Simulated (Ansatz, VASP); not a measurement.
## Cross-check of TaN between VASP and Ansatz

One calculation is typed for both programs; each brings its own data sets. How far apart do they land? The cell is taken from a series of runs on this material, whose earlier steps may have relaxed, scaled, displaced or heated it; both programs get it as it stands.

Program: Ansatz 0.2.0. Level of theory: plane waves, with VASP 6.6.1 beside it; zone-centre phonons at PBEsol. Results are calculated unless marked as measured.

## 1. The structure

Symmetry: P-6m2, No. 187, hexagonal system. The conventional cell has a = 2.919 Å, b = 2.919 Å, c = 2.899 Å, α = 90.00°, β = 90.00°, γ = 120.00°. Nearest to N lie 6 Ta at 2.22 Å. Ta has 6 N at 2.22 Å nearest. Farther neighbours and most contacts between anions are not listed.

## 2. Ansatz: zone-centre phonons, PBEsol

Ansatz runs on its PAW soft_1 files.

Second derivatives magnify differences that forces hide, and they need a tight electronic threshold.

input.yaml reads:

```yaml
crystal:
  lattice:
    - [2.9187021327, 0.0, 0.0]
    - [-1.4593510664, 2.527670193, 0.0]
    - [0.0, 0.0, 2.8993127197]
  atoms:
    - { symbol: "N", position: [0.6666666674, 0.3333333326, 0.0] }
    - { symbol: Ta, position: [-7.0e-10, 7.0e-10, 0.5] }
kpoints:
  mp_grid: { grid: [18, 18, 16] }
hamiltonian:
  xc: pbesol
  pseudopotentials: { kind: paw, azcp: { folder: soft_1 }, xc_functional: pbe }
scf:
  occupations: { method: methfessel_paxton, width: 0.2 }
output:
  eigenvalues: true
phonons:
  method: dfpt
```

Command:

```
$ ansatz run input.yaml --threads 4 --pin off --max-ram 10240MiB --backend cpu --events-out ev --progress --plain --runs-dir out
```

Numbers of over 12 decimals in the logs are rounded to 6 here.

Log:

```text
zone centre: on kpoints.mp_grid the ground state, and the responses unless they are solved on pairs of k-points, stand on 819 of the mesh's 5184 k-points, reduced under 4 symmetry operations, with k and −k counted as one. Each operation leaves every solved displacement unchanged or reverses it
Engine: ansatz 0.2.0, x86_64-unknown-linux-gnu
Pseudopotentials: kind: paw
Pseudopotential: N, paw, valence charge 5, recommended cutoff 420 eV (normal), soft_1/N.paw.azcp
Pseudopotential: Ta, paw, valence charge 13, recommended cutoff 420 eV (normal), soft_1/Ta.paw.azcp
Functional definition: PBEsol
  exchange = pbesol_x
  correlation = pbesol_c
Crystal: 2 atoms, lattice volume = 21.390 Å³
Basis set: ecut = 420 eV, 405 PW (Γ), exchange–correlation on 40×40×40 points (8 copies of the dense FFT grid, shifted against one another)
Bands: 13, of which v1, the nominal top of the filled ones, is band 9 counted from 1 (8 counted from 0)
Symmetry: 12 space group operations
k-points: 819 of 5184 (irreducible under 4 space group operations, time reversal used)
Non-local potential: N, projectors of the file, l = 0: 2, l = 1: 2, l = 2: 1
Non-local potential: Ta, projectors of the file, l = 0: 3, l = 1: 2, l = 2: 2, l = 3: 1
PAW form: soft (Blöchl's): semilocal exchange-correlation on the pseudo side does not see the compensation charge
PAW frozen core: N, regenerated for the run's functional, and the local potential with it (the file was generated under x = pbe(κ = 0.804, μ = 0.219515), c = pbe(β = 0.066725))
PAW frozen core: Ta, regenerated for the run's functional, and the local potential with it (the file was generated under x = pbe(κ = 0.804, μ = 0.219515), c = pbe(β = 0.066725))
PAW one-centre angular grid: N, 110 points (default); XC on 64 Gauss nodes
PAW one-centre angular grid: Ta, 590 points (default); XC on 64 Gauss nodes
Initial density: superposition of atomic densities (chi_scale 0.1, normalization cell, long waves kept (reshape's long-wave potential 0.00 eV rms))
Initial wavefunctions: pseudopotential atomic-orbital guess
Functional: x = pbesol(κ = 0.804, μ = 0.123457), c = pbesol(β = 0.046)
SCF iter   1: F=—  HF=-10188.580723 eV  |F-HF|=—  |Δ(HF+E_count)|=         —  Δρ=4.88e-2  dr2=2.85e-1  ethr=3.10e-3  ⟨swp⟩=5.0  Hψ=53156  notcnv=0
preconditioner: auto → none  [metal: Δε(μ)=0.066 eV  Ē_g=11.197 eV  σ=0.200 eV  W_gap=0.27  n_scr=8 (ndim 8)  ℏωp=25.4 eV  f_vac=0.000  D(μ)=0.06/eV (n_scr^D=0)  sad-step TF]
SCF iter   2: F=—  HF=-10188.570011 eV  |F-HF|=—  |Δ(HF+E_count)|=   1.07e-2  S|Δr|=    0.00e0  Δρ=3.05e-2  dr2=1.23e-1  ethr=1.58e-3  ⟨swp⟩=1.0  Hψ=17199  notcnv=0
SCF iter   3: F=—  HF=-10188.554599 eV  |F-HF|=—  |Δ(HF+E_count)|=   1.54e-2  S|Δr|=    0.00e0  Δρ=1.62e-3  dr2=2.48e-4  ethr=6.82e-4  ⟨swp⟩=2.8  Hψ=15124  notcnv=0
SCF iter   4: F=—  HF=-10188.554686 eV  |F-HF|=—  |Δ(HF+E_count)|=   8.70e-5  S|Δr|=    0.00e0  Δρ=3.88e-4  dr2=2.70e-5  ethr=1.38e-6  ⟨swp⟩=2.4  Hψ=17339  notcnv=0
SCF iter   5: F=—  HF=-10188.554681 eV  |F-HF|=—  |Δ(HF+E_count)|=   4.81e-6  S|Δr|=    0.00e0  Δρ=3.97e-5  dr2=1.94e-7  ethr=1.50e-7  ⟨swp⟩=2.0  Hψ=14146  notcnv=0
SCF iter   6: F=—  HF=-10188.554682 eV  |F-HF|=—  |Δ(HF+E_count)|=   2.81e-7  S|Δr|=    0.00e0  Δρ=8.11e-6  dr2=4.59e-9  ethr=1.08e-9  ⟨swp⟩=2.0  Hψ=17187  notcnv=0
SCF iter   7: F=—  HF=-10188.554682 eV  |F-HF|=—  |Δ(HF+E_count)|=  6.37e-11  S|Δr|=    0.00e0  Δρ=1.31e-6  dr2=8.02e-11  ethr=2.55e-11  ⟨swp⟩=3.0  Hψ=17939  notcnv=0
SCF iter   8: F=-10188.554682 eV  HF=-10188.554682 eV  |F-HF|=0.00e0  |Δ(HF+E_count)|=  4.55e-11  S|Δr|=    0.00e0  Δρ=6.12e-8  dr2=2.60e-13  ethr=1.00e-12  ⟨swp⟩=5.9  Hψ=44566  notcnv=0
the search or the solves at the SCF's close seem to have found levels that the self-consistency loop had missed (the run counts 5). By its estimate they hold under 1e-12 electrons; where the run keeps them, the occupations were computed again with them
SCF 1 converged in 8 iterations: F = -10188.554682 eV  dr2 = 2.60e-13
  greatest PAW one-centre occupation: 0.999 electrons in one spin orbital (limit 2), on the Ta atom at site 1 (counted from 0), in its partial waves of l = 0
DFPT response loops at Γ: preconditioner auto → Kerker (q_TF=auto, 2.651 Å⁻¹) (partly filled bands, converged f_vac=0.000); β = 1.00, the filter's whole step (`scf.mixing.beta` (0.50) is not read by the response loops under this deck's `scf.mixing.preconditioner`; to damp them name `kerker` or `kerker_dos`, under which they read `scf.mixing.beta`, and type it under 1.00, their step now; both keys bind the ground state too); Broyden in place of MSR1
SCF converged after 8 iterations
Stability not checked: this state was not tested for a lower state beside it, because cold or Methfessel-Paxton smearing, or corrected tetrahedra, fill the levels in a way that the test cannot read (fill_not_monotonic; see scf.lower_state_search)
Free energy (F): -10188.554682 eV
Harris-Foulkes:  -10188.554682 eV  (|F-HF|=0.00e0)
Internal energy: -10188.555013 eV  (E = F + TS)
E sigma→0 (E₀):  -10188.554764 eV
Entropy (-TS):   0.000331 eV (0.166 meV/atom)
Fermi energy:    20.086595 eV
--- Per-component energies (eV) ---
  E_band       = -53.465528
  E_kinetic    = 523.191292
  E_local      = -584.480240  (includes V_loc(G=0)·N_el)
  E_nonlocal   = 26.382118
  E_hartree    = 208.414942
  E_xc         = -379.009059
  E_vxc        = -310.182853  (∫ρ·V_xc dr)
  E_paw        = -8304.544680  (= ΣΔE_a)
  E_vpaw       = -125.206650  (= ΣTr[D̂ρ^β])
  E_aug_tail   = 0.000921  (compensation charges beyond the density's cutoff)
  E_ewald      = -1678.752119
  E_core_change = 0.241812  (= ΣΔE_core)
  E_smearing   = 0.000331  (= −TS)
  E_closure    = 0.000000  (closes the sum)
  Σ components = -10188.554682   (vs F -10188.554682, Δ=0.00e0)
--- Band table (eV; the first three rows and the last of 819) ---
  k-point 0: bands = [... 5 lower, 15.6282, 15.6282, 15.8418, 17.1234, 22.4745, 23.6852, 23.6852, 24.1442]
  k-point 1: bands = [... 5 lower, 15.5073, 15.6602, 15.6602, 17.4056, 22.6165, 23.0970, 23.0970, 24.5934]
  k-point 2: bands = [... 5 lower, 14.7988, 15.7524, 15.7524, 18.0029, 22.3044, 22.3044, 23.0027, 24.9638]
  k-point 818: bands = [... 5 lower, 12.5297, 13.2736, 15.9640, 19.0484, 24.3052, 25.1235, 26.2598, 27.3194]
--- Phonons (Γ-DFPT): 4 representative perturbations + reference, on 819 of 5184 k-points (Σ response iterations 12) ---
  k mesh reduced under 4 symmetry operations, with k and −k counted as one. Each operation leaves every solved displacement unchanged or reverses it
  ASR residual: 2.439e-5 → 0.000e0 eV/Å²; symmetrization residual: 7.454e-8 eV/Å²
  ASR residual per site (eV/Å²): 1.77e-5 2.44e-5
  Γ frequencies (cm⁻¹): 0.00 0.00 0.00 523.14 523.14 537.81
  non-analytic LO–TO correction: not included (Born effective charges unavailable; polar crystals: no LO–TO splitting at Γ)
```

The column dr2 measures how far the density is from self-consistency, as an energy; F and HF (Harris–Foulkes) agree once it is small.

[end of part 1 of 2]

[Lines on the potential files, build, host, timing and source positions are cut from VASP's logs without a mark.]

[Logs are printed without paths, hosts, clocks, repeated set-up lines and the standing remarks that a program may print on its own settings, such as how far it seeks lower states.]

[Hosts, paths, dates, database ids (printed as entryN), source tags and the programs' standing remarks are cut or masked in the printed files.]
